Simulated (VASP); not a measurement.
Level of theory: PBEsol GGA, VASP's PBE PAW potentials (set 64) (plane waves; VASP 6.6.1).

VASP input:

### KPOINTS
```
kpoints
0
gamma
  17 17 17
```

INCAR:
```
ALGO  =  Normal
EDIFF  =  1E-7
ENCUT  =  520
GGA  =  PS
ISIF  =  2
ISMEAR  =  -5
LASPH  =  .TRUE.
LCHARG  =  .TRUE.
LMAXMIX  =  4
LORBIT  =  11
LREAL  =  .FALSE.
LWAVE  =  .FALSE.
NEDOS  =  601
NELM  =  100
PREC  =  Accurate
SYSTEM  =  CoC
```

File POSCAR:
```
CoC
1
   -0.0000000000     2.1098369003     2.1098369003
    2.1098369003     0.0000000000     2.1098369003
    2.1098369003     2.1098369003     0.0000000000
Co C
1 1
Direct
  0.0000000000   0.0000000000   0.0000000000
  0.2500000000   0.2500000000   0.2500000000
```

POTCAR, in this order: Co C (PBE.64 set). Program: vasp_std.

What VASP printed:

File OSZICAR:
```
       N       E                     dE             d eps       ncg     rms          rms(c)
DAV:   1     0.530353498430E+02    0.53035E+02   -0.61064E+03  3340   0.143E+03
DAV:   2    -0.163747668714E+02   -0.69410E+02   -0.64925E+02  3334   0.243E+02
DAV:   3    -0.208531251827E+02   -0.44784E+01   -0.43421E+01  3596   0.713E+01
DAV:   4    -0.209573788162E+02   -0.10425E+00   -0.10415E+00  3612   0.118E+01
DAV:   5    -0.209600158830E+02   -0.26371E-02   -0.26388E-02  3748   0.193E+00    0.238E+01
DAV:   6    -0.252370469498E+02   -0.42770E+01   -0.13605E+02  3622   0.197E+02    0.259E+01
DAV:   7    -0.162464407641E+02    0.89906E+01   -0.52435E+01  3648   0.137E+02    0.297E+00
DAV:   8    -0.163050846269E+02   -0.58644E-01   -0.12802E+00  3508   0.123E+01    0.140E+00
DAV:   9    -0.162917433705E+02    0.13341E-01   -0.45798E-02  5084   0.268E+00    0.545E-01
DAV:  10    -0.162899865144E+02    0.17569E-02   -0.17557E-03  3530   0.524E-01    0.132E-01
DAV:  11    -0.162899341467E+02    0.52368E-04   -0.24000E-04  3824   0.276E-01    0.675E-02
DAV:  12    -0.162899287658E+02    0.53809E-05   -0.25995E-04  4570   0.205E-01    0.362E-02
DAV:  13    -0.162899183038E+02    0.10462E-04   -0.63232E-05  4870   0.112E-01    0.436E-03
DAV:  14    -0.162899182842E+02    0.19638E-07   -0.22625E-06  3630   0.223E-02    0.916E-04
DAV:  15    -0.162899183332E+02   -0.49020E-07   -0.83501E-08  1724   0.300E-03
   1 F= -.16289918E+02 E0= -.16289918E+02  d E =0.000000E+00
```

File OUTCAR:
```
------------------------ aborting loop because EDIFF is reached ----------------------------------------
  FORCE on cell =-STRESS in cart. coord.  units (eV):
  Direction    XX          YY          ZZ          XY          YZ          ZX
  --------------------------------------------------------------------------------------
  Total       -0.0043897     -0.0043897     -0.0043897      0.0000000      0.0000000     -0.0000000
  in kB       -0.3744301     -0.3744301     -0.3744301      0.0000000      0.0000000     -0.0000000
  external PRESSURE =      -0.3744301 kB  Pullay stress =       0.0000000 kB
  volume of cell :       18.78
      direct lattice vectors                 reciprocal lattice vectors
     0.000000000  2.109836900  2.109836900    -0.236985143  0.236985143  0.236985143
     2.109836900  0.000000000  2.109836900     0.236985143 -0.236985143  0.236985143
     2.109836900  2.109836900  0.000000000     0.236985143  0.236985143 -0.236985143
 POSITION                                       TOTAL-FORCE (eV/Angst)
 -----------------------------------------------------------------------------------
      0.00000      0.00000      0.00000         0.000000      0.000000      0.000000
      1.05492      1.05492      1.05492        -0.000000     -0.000000     -0.000000
 -----------------------------------------------------------------------------------
    total drift:                               -0.000000     -0.000000     -0.000000
  FREE ENERGIE OF THE ION-ELECTRON SYSTEM (eV)
  ---------------------------------------------------
  free  energy   TOTEN  =       -16.2899183332 eV

  energy  without entropy=      -16.2899183332  energy(sigma->0) =      -16.28991833

 total charge

# of ion       s       p       d       tot
------------------------------------------
    1        0.592   0.683   7.531   8.806
    2        0.921   1.462   0.000   2.383
--------------------------------------------------
tot          1.513   2.144   7.531  11.188
```
(Selected blocks of OUTCAR.)

For a metal the tetrahedron method with Blöchl corrections gives inexact stress and forces.

The structure was generated: CoC was put into the zinc blende type (F-43m), which need not be its known phase. It was relaxed first, which changed the volume by -26 %. The run is not spin-polarised, so no magnetic state was tried. The electron count is odd and the run is not spin-polarised, which forces a metal.
